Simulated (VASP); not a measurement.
Level of theory: revTPSS meta-GGA, VASP's PBE PAW potentials (set 64) (plane waves; VASP).

A VASP calculation is set up with these files.

### POSCAR
```
TiC
1
   -0.0000000000     2.1618590443     2.1618590443
    2.1618590443     0.0000000000     2.1618590443
    2.1618590443     2.1618590443     0.0000000000
Ti C
1 1
Direct
  0.0000000000   0.0000000000   0.0000000000
  0.5000000000   0.5000000000   0.5000000000
```

File KPOINTS:
```
Automatic mesh
0
Gamma
16 16 16
0 0 0
```

KPOINTS_OPT:
```
k-points along high-symmetry lines
10
Line-mode
Reciprocal
  0.000000   0.000000   0.000000 ! GAMMA
  0.500000   0.000000   0.500000 ! X

  0.500000   0.000000   0.500000 ! X
  0.625000   0.250000   0.625000 ! U

  0.375000   0.375000   0.750000 ! K
  0.000000   0.000000   0.000000 ! GAMMA

  0.000000   0.000000   0.000000 ! GAMMA
  0.500000   0.500000   0.500000 ! L

  0.500000   0.500000   0.500000 ! L
  0.500000   0.250000   0.750000 ! W

  0.500000   0.250000   0.750000 ! W
  0.500000   0.000000   0.500000 ! X
```

### INCAR
```
ALGO = Normal
EDIFF = 1E-7
ENCUT = 520
ISIF = 2
ISMEAR = -5
LASPH = .TRUE.
LCHARG = .FALSE.
LMAXMIX = 4
LMIXTAU = .TRUE.
LORBIT = 11
LREAL = .FALSE.
LWAVE = .FALSE.
METAGGA = RTPSS
NEDOS = 601
NELM = 100
PREC = Accurate
SYSTEM = TiC
```

POTCAR, in this order: Ti_sv C (PBE.64 set). Program: vasp_std.

Q: Predict the energy per atom (σ→0), band gap (over mesh and band path).

A: 
```json
{
  "energy per atom (σ→0)": "-9.864 eV/atom",
  "band gap (over mesh and band path)": "none (metal, semimetal or under 0.01 eV)"
}
```

OSZICAR:
```
...
DAV:  22    -0.197273556192E+02    0.23903E-04   -0.45528E-05  4516   0.933E-02    0.108E-02
DAV:  23    -0.197273569901E+02   -0.13709E-05   -0.43826E-06  4952   0.213E-02    0.271E-03
DAV:  24    -0.197273580076E+02   -0.10174E-05   -0.27626E-07  3412   0.675E-03    0.139E-03
DAV:  25    -0.197273560915E+02    0.19160E-05   -0.13815E-07  1852   0.617E-03    0.819E-04
DAV:  26    -0.197273566681E+02   -0.57660E-06   -0.79408E-08  1792   0.375E-03    0.419E-04
DAV:  27    -0.197273567400E+02   -0.71862E-07   -0.76831E-08  2080   0.216E-03
   1 F= -.19727357E+02 E0= -.19727357E+02  d E =0.000000E+00
       N       E                     dE             ncg
```

The compound is TiC in the rock salt structure. It was relaxed first.
